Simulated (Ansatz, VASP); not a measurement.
# Sn: VASP beside Ansatz

Wanted: the spread between two codes on one cell, functional and k mesh. The cell is taken from a series of runs on this material, whose earlier steps may have relaxed, scaled, displaced or heated it; both programs get it as it stands.

Main program and level: Ansatz 0.2.0; plane waves, with VASP 6.6.1 beside it; zone-centre phonons at PBEsol.

### 1. The structure

It takes space group Imma (No. 74, orthorhombic). The conventional cell has a = 4.578 Å, b = 4.628 Å, c = 6.568 Å, α = 90.00°, β = 90.00°, γ = 90.00°. Nearest to Sn lie 4 Sn at 2.82 to 2.83 Å. That group holds within 0.01 Å; judged at 0.001 Å it is C2/m (No. 12).

Coordinates:

```xyz
2
Lattice="-0.0179 3.2548 3.2840 3.2548 -0.0179 3.2840 3.2370 3.2370 0.0000" Properties=species:S:1:pos:R:3 pbc="T T T"
Sn    3.2366    3.2366    3.2779
Sn    4.8558    4.8558    4.9322
```

### 2. VASP: zone-centre phonons, PBEsol

Second derivatives magnify differences that forces hide, and they need a tight electronic threshold.

Lines of VASP's logs that name or quote its potential files are left out, and so is its time.

INCAR reads:

```
SYSTEM = Sn
PREC = Accurate
ENCUT = 500
EDIFF = 1E-08
NELM = 120
ISMEAR = 0
SIGMA = 0.015
LREAL = .FALSE.
ALGO = Normal
GGA = PS
NBANDS = 20
LORBIT = 11
LWAVE = .FALSE.
LCHARG = .FALSE.
ISIF = 2
ISYM = 2
IBRION = 8
LASPH = .TRUE.
GGA_COMPAT = .FALSE.
KPAR = 2
```

POSCAR reads:

```
Sn
1.0
   -0.0178614780      3.2548320066      3.2840280214
    3.2548320066     -0.0178614780      3.2840280214
    3.2369705286      3.2369705286      0.0000000000
Sn
2
Direct
    0.4990673648      0.4990673648      0.5008187023
    0.7509326352      0.7509326352      0.7491812977
```

KPOINTS reads:

```
Points of the shifted mesh
1728
Reciprocal
 0.0416666667  0.0416666667  0.0416666667 1
 0.0416666667  0.0416666667  0.1250000000 1
 0.0416666667  0.0416666667  0.2083333333 1
 0.0416666667  0.0416666667  0.2916666667 1
 0.0416666667  0.0416666667  0.3750000000 1
 0.0416666667  0.0416666667  0.4583333333 1
 0.0416666667  0.0416666667  0.5416666667 1
 0.0416666667  0.0416666667  0.6250000000 1
 0.0416666667  0.0416666667  0.7083333333 1
 0.0416666667  0.0416666667  0.7916666667 1
 0.0416666667  0.0416666667  0.8750000000 1
 0.0416666667  0.0416666667  0.9583333333 1
 0.0416666667  0.1250000000  0.0416666667 1
 0.0416666667  0.1250000000  0.1250000000 1
 0.0416666667  0.1250000000  0.2083333333 1
 0.0416666667  0.1250000000  0.2916666667 1
 0.0416666667  0.1250000000  0.3750000000 1
 0.0416666667  0.1250000000  0.4583333333 1
 0.0416666667  0.1250000000  0.5416666667 1
 0.0416666667  0.1250000000  0.6250000000 1
 0.0416666667  0.1250000000  0.7083333333 1
 0.0416666667  0.1250000000  0.7916666667 1
 0.0416666667  0.1250000000  0.8750000000 1
 0.0416666667  0.1250000000  0.9583333333 1
 0.0416666667  0.2083333333  0.0416666667 1
 0.0416666667  0.2083333333  0.1250000000 1
 0.0416666667  0.2083333333  0.2083333333 1
 0.0416666667  0.2083333333  0.2916666667 1
 0.0416666667  0.2083333333  0.3750000000 1
 0.0416666667  0.2083333333  0.4583333333 1
 0.0416666667  0.2083333333  0.5416666667 1
 0.0416666667  0.2083333333  0.6250000000 1
 0.0416666667  0.2083333333  0.7083333333 1
 0.0416666667  0.2083333333  0.7916666667 1
 0.0416666667  0.2083333333  0.8750000000 1
 0.0416666667  0.2083333333  0.9583333333 1
 0.0416666667  0.2916666667  0.0416666667 1
 0.0416666667  0.2916666667  0.1250000000 1
 0.0416666667  0.2916666667  0.2083333333 1
 0.0416666667  0.2916666667  0.2916666667 1
 0.0416666667  0.2916666667  0.3750000000 1
 0.0416666667  0.2916666667  0.4583333333 1
 0.0416666667  0.2916666667  0.5416666667 1
 0.0416666667  0.2916666667  0.6250000000 1
 0.0416666667  0.2916666667  0.7083333333 1
 0.0416666667  0.2916666667  0.7916666667 1
 0.0416666667  0.2916666667  0.8750000000 1
 0.0416666667  0.2916666667  0.9583333333 1
 0.0416666667  0.3750000000  0.0416666667 1
 0.0416666667  0.3750000000  0.1250000000 1
 0.0416666667  0.3750000000  0.2083333333 1
 0.0416666667  0.3750000000  0.2916666667 1
 0.0416666667  0.3750000000  0.3750000000 1
 0.0416666667  0.3750000000  0.4583333333 1
 0.0416666667  0.3750000000  0.5416666667 1
 0.0416666667  0.3750000000  0.6250000000 1
 0.0416666667  0.3750000000  0.7083333333 1
 0.0416666667  0.3750000000  0.7916666667 1
 0.0416666667  0.3750000000  0.8750000000 1
 0.0416666667  0.3750000000  0.9583333333 1
 0.0416666667  0.4583333333  0.0416666667 1
 0.0416666667  0.4583333333  0.1250000000 1
 0.0416666667  0.4583333333  0.2083333333 1
 0.0416666667  0.4583333333  0.2916666667 1
 0.0416666667  0.4583333333  0.3750000000 1
 0.0416666667  0.4583333333  0.4583333333 1
 0.0416666667  0.4583333333  0.5416666667 1
 0.0416666667  0.4583333333  0.6250000000 1
 0.0416666667  0.4583333333  0.7083333333 1
 0.0416666667  0.4583333333  0.7916666667 1
 0.0416666667  0.4583333333  0.8750000000 1
 0.0416666667  0.4583333333  0.9583333333 1
 0.0416666667  0.5416666667  0.0416666667 1
 0.0416666667  0.5416666667  0.1250000000 1
 0.0416666667  0.5416666667  0.2083333333 1
 0.0416666667  0.5416666667  0.2916666667 1
 0.0416666667  0.5416666667  0.3750000000 1
 0.0416666667  0.5416666667  0.4583333333 1
 0.0416666667  0.5416666667  0.5416666667 1
 0.0416666667  0.5416666667  0.6250000000 1
 0.0416666667  0.5416666667  0.7083333333 1
 0.0416666667  0.5416666667  0.7916666667 1
 0.0416666667  0.5416666667  0.8750000000 1
 0.0416666667  0.5416666667  0.9583333333 1
 0.0416666667  0.6250000000  0.0416666667 1
 0.0416666667  0.6250000000  0.1250000000 1
 0.0416666667  0.6250000000  0.2083333333 1
 0.0416666667  0.6250000000  0.2916666667 1
 0.0416666667  0.6250000000  0.3750000000 1
 0.0416666667  0.6250000000  0.4583333333 1
 0.0416666667  0.6250000000  0.5416666667 1
 0.0416666667  0.6250000000  0.6250000000 1
 0.0416666667  0.6250000000  0.7083333333 1
 0.0416666667  0.6250000000  0.7916666667 1
 0.0416666667  0.6250000000  0.8750000000 1
 0.0416666667  0.6250000000  0.9583333333 1
 0.0416666667  0.7083333333  0.0416666667 1
 0.0416666667  0.7083333333  0.1250000000 1
 0.0416666667  0.7083333333  0.2083333333 1
 0.0416666667  0.7083333333  0.2916666667 1
 0.0416666667  0.7083333333  0.3750000000 1
 0.0416666667  0.7083333333  0.4583333333 1
 0.0416666667  0.7083333333  0.5416666667 1
 0.0416666667  0.7083333333  0.6250000000 1
 0.0416666667  0.7083333333  0.7083333333 1
 0.0416666667  0.7083333333  0.7916666667 1
 0.0416666667  0.7083333333  0.8750000000 1
 0.0416666667  0.7083333333  0.9583333333 1
 0.0416666667  0.7916666667  0.0416666667 1
 0.0416666667  0.7916666667  0.1250000000 1
 0.0416666667  0.7916666667  0.2083333333 1
 0.0416666667  0.7916666667  0.2916666667 1
[... 1390 lines left out ...]
 0.8750000000  0.4583333333  0.1250000000 1
 0.8750000000  0.4583333333  0.2083333333 1
 0.8750000000  0.4583333333  0.2916666667 1
 0.8750000000  0.4583333333  0.3750000000 1
 0.8750000000  0.4583333333  0.4583333333 1
 0.8750000000  0.4583333333  0.5416666667 1
 0.8750000000  0.4583333333  0.6250000000 1
 0.8750000000  0.4583333333  0.7083333333 1
 0.8750000000  0.4583333333  0.7916666667 1
 0.8750000000  0.4583333333  0.8750000000 1
 0.8750000000  0.4583333333  0.9583333333 1
 0.8750000000  0.5416666667  0.0416666667 1
 0.8750000000  0.5416666667  0.1250000000 1
 0.8750000000  0.5416666667  0.2083333333 1
 0.8750000000  0.5416666667  0.2916666667 1
 0.8750000000  0.5416666667  0.3750000000 1
 0.8750000000  0.5416666667  0.4583333333 1
 0.8750000000  0.5416666667  0.5416666667 1
 0.8750000000  0.5416666667  0.6250000000 1
 0.8750000000  0.5416666667  0.7083333333 1
 0.8750000000  0.5416666667  0.7916666667 1
 0.8750000000  0.5416666667  0.8750000000 1
 0.8750000000  0.5416666667  0.9583333333 1
 0.8750000000  0.6250000000  0.0416666667 1
 0.8750000000  0.6250000000  0.1250000000 1
 0.8750000000  0.6250000000  0.2083333333 1
 0.8750000000  0.6250000000  0.2916666667 1
 0.8750000000  0.6250000000  0.3750000000 1
 0.8750000000  0.6250000000  0.4583333333 1
 0.8750000000  0.6250000000  0.5416666667 1
 0.8750000000  0.6250000000  0.6250000000 1
 0.8750000000  0.6250000000  0.7083333333 1
 0.8750000000  0.6250000000  0.7916666667 1
 0.8750000000  0.6250000000  0.8750000000 1
 0.8750000000  0.6250000000  0.9583333333 1
 0.8750000000  0.7083333333  0.0416666667 1
 0.8750000000  0.7083333333  0.1250000000 1
 0.8750000000  0.7083333333  0.2083333333 1
 0.8750000000  0.7083333333  0.2916666667 1
 0.8750000000  0.7083333333  0.3750000000 1
 0.8750000000  0.7083333333  0.4583333333 1
 0.8750000000  0.7083333333  0.5416666667 1
 0.8750000000  0.7083333333  0.6250000000 1
 0.8750000000  0.7083333333  0.7083333333 1
 0.8750000000  0.7083333333  0.7916666667 1
 0.8750000000  0.7083333333  0.8750000000 1
 0.8750000000  0.7083333333  0.9583333333 1
 0.8750000000  0.7916666667  0.0416666667 1
 0.8750000000  0.7916666667  0.1250000000 1
 0.8750000000  0.7916666667  0.2083333333 1
 0.8750000000  0.7916666667  0.2916666667 1
 0.8750000000  0.7916666667  0.3750000000 1
 0.8750000000  0.7916666667  0.4583333333 1
 0.8750000000  0.7916666667  0.5416666667 1
 0.8750000000  0.7916666667  0.6250000000 1
 0.8750000000  0.7916666667  0.7083333333 1
 0.8750000000  0.7916666667  0.7916666667 1
 0.8750000000  0.7916666667  0.8750000000 1
 0.8750000000  0.7916666667  0.9583333333 1
 0.8750000000  0.8750000000  0.0416666667 1
 0.8750000000  0.8750000000  0.1250000000 1
 0.8750000000  0.8750000000  0.2083333333 1
 0.8750000000  0.8750000000  0.2916666667 1
 0.8750000000  0.8750000000  0.3750000000 1
 0.8750000000  0.8750000000  0.4583333333 1
 0.8750000000  0.8750000000  0.5416666667 1
 0.8750000000  0.8750000000  0.6250000000 1
 0.8750000000  0.8750000000  0.7083333333 1
 0.8750000000  0.8750000000  0.7916666667 1
 0.8750000000  0.8750000000  0.8750000000 1
 0.8750000000  0.8750000000  0.9583333333 1
 0.8750000000  0.9583333333  0.0416666667 1
 0.8750000000  0.9583333333  0.1250000000 1
 0.8750000000  0.9583333333  0.2083333333 1
 0.8750000000  0.9583333333  0.2916666667 1
 0.8750000000  0.9583333333  0.3750000000 1
 0.8750000000  0.9583333333  0.4583333333 1
 0.8750000000  0.9583333333  0.5416666667 1
 0.8750000000  0.9583333333  0.6250000000 1
 0.8750000000  0.9583333333  0.7083333333 1
 0.8750000000  0.9583333333  0.7916666667 1
 0.8750000000  0.9583333333  0.8750000000 1
 0.8750000000  0.9583333333  0.9583333333 1
 0.9583333333  0.0416666667  0.0416666667 1
 0.9583333333  0.0416666667  0.1250000000 1
 0.9583333333  0.0416666667  0.2083333333 1
 0.9583333333  0.0416666667  0.2916666667 1
 0.9583333333  0.0416666667  0.3750000000 1
 0.9583333333  0.0416666667  0.4583333333 1
 0.9583333333  0.0416666667  0.5416666667 1
 0.9583333333  0.0416666667  0.6250000000 1
 0.9583333333  0.0416666667  0.7083333333 1
 0.9583333333  0.0416666667  0.7916666667 1
 0.9583333333  0.0416666667  0.8750000000 1
 0.9583333333  0.0416666667  0.9583333333 1
 0.9583333333  0.1250000000  0.0416666667 1
 0.9583333333  0.1250000000  0.1250000000 1
 0.9583333333  0.1250000000  0.2083333333 1
 0.9583333333  0.1250000000  0.2916666667 1
 0.9583333333  0.1250000000  0.3750000000 1
 0.9583333333  0.1250000000  0.4583333333 1
 0.9583333333  0.1250000000  0.5416666667 1
 0.9583333333  0.1250000000  0.6250000000 1
 0.9583333333  0.1250000000  0.7083333333 1
 0.9583333333  0.1250000000  0.7916666667 1
 0.9583333333  0.1250000000  0.8750000000 1
 0.9583333333  0.1250000000  0.9583333333 1
 0.9583333333  0.2083333333  0.0416666667 1
 0.9583333333  0.2083333333  0.1250000000 1
 0.9583333333  0.2083333333  0.2083333333 1
 0.9583333333  0.2083333333  0.2916666667 1
 0.9583333333  0.2083333333  0.3750000000 1
 0.9583333333  0.2083333333  0.4583333333 1
 0.9583333333  0.2083333333  0.5416666667 1
 0.9583333333  0.2083333333  0.6250000000 1
 0.9583333333  0.2083333333  0.7083333333 1
 0.9583333333  0.2083333333  0.7916666667 1
 0.9583333333  0.2083333333  0.8750000000 1
 0.9583333333  0.2083333333  0.9583333333 1
 0.9583333333  0.2916666667  0.0416666667 1
 0.9583333333  0.2916666667  0.1250000000 1
 0.9583333333  0.2916666667  0.2083333333 1
 0.9583333333  0.2916666667  0.2916666667 1
 0.9583333333  0.2916666667  0.3750000000 1
 0.9583333333  0.2916666667  0.4583333333 1
 0.9583333333  0.2916666667  0.5416666667 1
 0.9583333333  0.2916666667  0.6250000000 1
 0.9583333333  0.2916666667  0.7083333333 1
 0.9583333333  0.2916666667  0.7916666667 1
 0.9583333333  0.2916666667  0.8750000000 1
 0.9583333333  0.2916666667  0.9583333333 1
 0.9583333333  0.3750000000  0.0416666667 1
 0.9583333333  0.3750000000  0.1250000000 1
 0.9583333333  0.3750000000  0.2083333333 1
 0.9583333333  0.3750000000  0.2916666667 1
 0.9583333333  0.3750000000  0.3750000000 1
 0.9583333333  0.3750000000  0.4583333333 1
 0.9583333333  0.3750000000  0.5416666667 1
 0.9583333333  0.3750000000  0.6250000000 1
 0.9583333333  0.3750000000  0.7083333333 1
 0.9583333333  0.3750000000  0.7916666667 1
 0.9583333333  0.3750000000  0.8750000000 1
 0.9583333333  0.3750000000  0.9583333333 1
 0.9583333333  0.4583333333  0.0416666667 1
 0.9583333333  0.4583333333  0.1250000000 1
 0.9583333333  0.4583333333  0.2083333333 1
 0.9583333333  0.4583333333  0.2916666667 1
 0.9583333333  0.4583333333  0.3750000000 1
 0.9583333333  0.4583333333  0.4583333333 1
 0.9583333333  0.4583333333  0.5416666667 1
 0.9583333333  0.4583333333  0.6250000000 1
 0.9583333333  0.4583333333  0.7083333333 1
 0.9583333333  0.4583333333  0.7916666667 1
 0.9583333333  0.4583333333  0.8750000000 1
 0.9583333333  0.4583333333  0.9583333333 1
 0.9583333333  0.5416666667  0.0416666667 1
 0.9583333333  0.5416666667  0.1250000000 1
 0.9583333333  0.5416666667  0.2083333333 1
 0.9583333333  0.5416666667  0.2916666667 1
 0.9583333333  0.5416666667  0.3750000000 1
 0.9583333333  0.5416666667  0.4583333333 1
 0.9583333333  0.5416666667  0.5416666667 1
 0.9583333333  0.5416666667  0.6250000000 1
 0.9583333333  0.5416666667  0.7083333333 1
 0.9583333333  0.5416666667  0.7916666667 1
 0.9583333333  0.5416666667  0.8750000000 1
 0.9583333333  0.5416666667  0.9583333333 1
 0.9583333333  0.6250000000  0.0416666667 1
 0.9583333333  0.6250000000  0.1250000000 1
 0.9583333333  0.6250000000  0.2083333333 1
 0.9583333333  0.6250000000  0.2916666667 1
 0.9583333333  0.6250000000  0.3750000000 1
 0.9583333333  0.6250000000  0.4583333333 1
 0.9583333333  0.6250000000  0.5416666667 1
 0.9583333333  0.6250000000  0.6250000000 1
 0.9583333333  0.6250000000  0.7083333333 1
 0.9583333333  0.6250000000  0.7916666667 1
 0.9583333333  0.6250000000  0.8750000000 1
 0.9583333333  0.6250000000  0.9583333333 1
 0.9583333333  0.7083333333  0.0416666667 1
 0.9583333333  0.7083333333  0.1250000000 1
 0.9583333333  0.7083333333  0.2083333333 1
 0.9583333333  0.7083333333  0.2916666667 1
 0.9583333333  0.7083333333  0.3750000000 1
 0.9583333333  0.7083333333  0.4583333333 1
 0.9583333333  0.7083333333  0.5416666667 1
 0.9583333333  0.7083333333  0.6250000000 1
 0.9583333333  0.7083333333  0.7083333333 1
 0.9583333333  0.7083333333  0.7916666667 1
 0.9583333333  0.7083333333  0.8750000000 1
 0.9583333333  0.7083333333  0.9583333333 1
 0.9583333333  0.7916666667  0.0416666667 1
 0.9583333333  0.7916666667  0.1250000000 1
 0.9583333333  0.7916666667  0.2083333333 1
 0.9583333333  0.7916666667  0.2916666667 1
 0.9583333333  0.7916666667  0.3750000000 1
 0.9583333333  0.7916666667  0.4583333333 1
 0.9583333333  0.7916666667  0.5416666667 1
 0.9583333333  0.7916666667  0.6250000000 1
 0.9583333333  0.7916666667  0.7083333333 1
 0.9583333333  0.7916666667  0.7916666667 1
 0.9583333333  0.7916666667  0.8750000000 1
 0.9583333333  0.7916666667  0.9583333333 1
 0.9583333333  0.8750000000  0.0416666667 1
 0.9583333333  0.8750000000  0.1250000000 1
 0.9583333333  0.8750000000  0.2083333333 1
 0.9583333333  0.8750000000  0.2916666667 1
 0.9583333333  0.8750000000  0.3750000000 1
 0.9583333333  0.8750000000  0.4583333333 1
 0.9583333333  0.8750000000  0.5416666667 1
 0.9583333333  0.8750000000  0.6250000000 1
 0.9583333333  0.8750000000  0.7083333333 1
 0.9583333333  0.8750000000  0.7916666667 1
 0.9583333333  0.8750000000  0.8750000000 1
 0.9583333333  0.8750000000  0.9583333333 1
 0.9583333333  0.9583333333  0.0416666667 1
 0.9583333333  0.9583333333  0.1250000000 1
 0.9583333333  0.9583333333  0.2083333333 1
 0.9583333333  0.9583333333  0.2916666667 1
 0.9583333333  0.9583333333  0.3750000000 1
 0.9583333333  0.9583333333  0.4583333333 1
 0.9583333333  0.9583333333  0.5416666667 1
 0.9583333333  0.9583333333  0.6250000000 1
 0.9583333333  0.9583333333  0.7083333333 1
 0.9583333333  0.9583333333  0.7916666667 1
 0.9583333333  0.9583333333  0.8750000000 1
 0.9583333333  0.9583333333  0.9583333333 1
```

Potentials, in the order of the species: Sn_d (PBE family, release 64).

Run with:

```
mpirun -np 2 vasp_std
```

Numbers of over 12 decimals in the logs are rounded to 6 here.

Output:

```text
[banner, memory and clock lines left out]
running    2 mpi-ranks, on    1 nodes
 distrk:  each k-point on    1 cores,    2 groups
 distr:  one band on    1 cores,    1 groups

 POSCAR found type information on POSCAR Sn
 POSCAR found :  1 types and       2 ions
|                                                                             |
|               ----> ADVICE to this user running VASP <----                  |
|                                                                             |
|     You enforced a specific xc type in the INCAR file but a different       |
|     [... a line on the potential file left out ...]
|     I HOPE YOU KNOW WHAT YOU ARE DOING!                                     |
|                                                                             |

 LDA part: xc-table for (Slater+PW92), standard interpolation
 POSCAR, INCAR and KPOINTS ok, starting setup
 FFT: planning ... GRIDC
 FFT: planning ... GRID_SOFT
 FFT: planning ... GRID
 WAVECAR not read
 entering main loop
       N       E                     dE             d eps       ncg     rms          rms(c)
DAV:   1     0.220566389992E+03    0.22057E+03   -0.14774E+04 69624   0.198E+03
DAV:   2     0.146541478730E+02   -0.20591E+03   -0.20215E+03 69332   0.439E+02
DAV:   3    -0.782362305399E+01   -0.22478E+02   -0.22344E+02 79104   0.142E+02
DAV:   4    -0.853992349090E+01   -0.71630E+00   -0.71597E+00 78328   0.285E+01
DAV:   5    -0.856483426664E+01   -0.24911E-01   -0.24910E-01 94964   0.519E+00    0.319E+00
DAV:   6    -0.849638479761E+01    0.68449E-01   -0.43581E-02 93256   0.276E+00    0.180E+00
DAV:   7    -0.846351288696E+01    0.32872E-01   -0.53171E-02 78468   0.262E+00    0.166E-01
DAV:   8    -0.846445748200E+01   -0.94460E-03   -0.71147E-03 76072   0.102E+00    0.535E-02
DAV:   9    -0.846471031284E+01   -0.25283E-03   -0.35035E-04 83072   0.143E-01    0.106E-02
DAV:  10    -0.846472316527E+01   -0.12852E-04   -0.20690E-05 84904   0.405E-02    0.523E-03
DAV:  11    -0.846472490183E+01   -0.17366E-05   -0.28480E-06 77620   0.127E-02    0.736E-04
DAV:  12    -0.846472479990E+01    0.10193E-06   -0.20537E-07 83400   0.489E-03    0.427E-04
DAV:  13    -0.846472479218E+01    0.77180E-08   -0.17489E-08 61400   0.962E-04
   1 F= -.84647248E+01 E0= -.84647240E+01  d E =-.166237E-05
 Linear response reoptimize wavefunctions to high precision
DAV:   1    -0.846472479367E+01   -0.14884E-08   -0.21561E-09 57268   0.428E-04
DAV:   2    -0.846472479372E+01   -0.51841E-10   -0.43186E-10 41848   0.227E-04
 Linear response DOF=           2
 Linear response progress:
  Degree of freedom:   1/  2
       N       E                     dE             d eps       ncg     rms          rms(c)
RMM:   1    -0.214138458869E+00   -0.21414E+00    0.55650E-01 86644   0.100E+01
RMM:   2    -0.220779151239E+00   -0.66407E-02   -0.19789E-02121092   0.116E+00    0.687E-02
RMM:   3    -0.220911010389E+00   -0.13186E-03   -0.16242E-03127813   0.323E-01    0.318E-02
RMM:   4    -0.220789180723E+00    0.12183E-03   -0.11546E-04126036   0.982E-02    0.110E-02
RMM:   5    -0.220771305286E+00    0.17875E-04   -0.15960E-05129979   0.329E-02    0.403E-03
RMM:   6    -0.220772192205E+00   -0.88692E-06   -0.12460E-06128450   0.939E-03    0.171E-03
RMM:   7    -0.220771126736E+00    0.10655E-05   -0.29862E-07127669   0.334E-03    0.386E-04
RMM:   8    -0.220768573580E+00    0.25532E-05   -0.18107E-07131584   0.119E-03    0.243E-04
RMM:   9    -0.220766950998E+00    0.16226E-05    0.24232E-08131254   0.481E-04    0.501E-05
RMM:  10    -0.220767249854E+00   -0.29886E-06    0.16161E-08138281   0.197E-04    0.263E-05
RMM:  11    -0.220767228177E+00    0.21677E-07    0.58078E-08131822   0.103E-04    0.523E-06
RMM:  12    -0.220767234859E+00   -0.66820E-08    0.57659E-08142101   0.580E-05    0.433E-06
 first order change of Fermi-energy   0.92013E+00
 force on displaced ion       1 direction 1 :  -7.732  -0.065  -0.032
 Linear response progress:
  Degree of freedom:   2/  2
       N       E                     dE             d eps       ncg     rms          rms(c)
RMM:   1    -0.214207062541E+00   -0.21421E+00    0.54554E-01 86656   0.997E+00
RMM:   2    -0.220852704679E+00   -0.66456E-02   -0.19818E-02121112   0.116E+00    0.691E-02
RMM:   3    -0.220986677794E+00   -0.13397E-03   -0.16267E-03127744   0.324E-01    0.320E-02
RMM:   4    -0.220867193170E+00    0.11948E-03   -0.11591E-04126268   0.981E-02    0.111E-02
RMM:   5    -0.220850056319E+00    0.17137E-04   -0.15979E-05129950   0.328E-02    0.400E-03
RMM:   6    -0.220850750856E+00   -0.69454E-06   -0.13278E-06128503   0.940E-03    0.170E-03
RMM:   7    -0.220849557555E+00    0.11933E-05   -0.20179E-07127792   0.337E-03    0.376E-04
RMM:   8    -0.220846938388E+00    0.26192E-05   -0.28484E-08131597   0.120E-03    0.235E-04
RMM:   9    -0.220845329362E+00    0.16090E-05   -0.20308E-09131330   0.486E-04    0.490E-05
RMM:  10    -0.220845636605E+00   -0.30724E-06    0.58998E-09138035   0.200E-04    0.264E-05
RMM:  11    -0.220845595058E+00    0.41547E-07    0.16051E-08131879   0.105E-04    0.556E-06
RMM:  12    -0.220845601684E+00   -0.66257E-08    0.12051E-08142052   0.590E-05    0.455E-06
 first order change of Fermi-energy   0.11300E+01
 force on displaced ion       1 direction 3 :  -0.031  -0.031  -7.750
 Linear response finished
```

[end of part 1 of 2]

[Lines on the potential files, build, host, timing and source positions are cut from VASP's logs without a mark.]

[Logs are printed without paths, hosts, clocks, repeated set-up lines and the standing remarks that a program may print on its own settings, such as how far it seeks lower states.]

[Hosts, paths, dates, database ids (printed as entryN), source tags and the programs' standing remarks are cut or masked in the printed files.]
